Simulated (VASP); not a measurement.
Here is the system:

```
Zn
1.0
    1.35536    -2.33525     0.00000
    1.35536     2.33525     0.00000
    0.00000     0.00000     4.81502
Zn
2
Direct
  0.33333   0.66667   0.25000
  0.70048   0.36715   0.75000
```

Level of theory: PBE GGA, VASP's PBE PAW potentials (set 64) (plane waves; VASP). Settings: PREC = Normal, 400 eV cut-off, 14×14×7 Γ-centred mesh, first-order Methfessel-Paxton smearing of 0.10 eV, potentials Zn.

Q: Which forces act on the atoms, in eV/Å?

A: 
```
atom      Fx      Fy     Fz
----  ------  ------  -----
Zn1    0.052  -0.010  0.000
Zn2   -0.052   0.010  0.000
```

Q: Give the stress tensor in GPa (positive for a compressed cell).

A: 
```
-1.72   0.40   0.00
 0.40  -1.26   0.00
 0.00   0.00  -1.02
```
The pressure is its mean diagonal, -1.33 GPa.

The compound is Zn in the hcp structure. The cell was not relaxed at this level, atoms are displaced from their ideal sites. The run is one of a series of settings (PREC = Normal against the base run), some of them coarse on purpose.
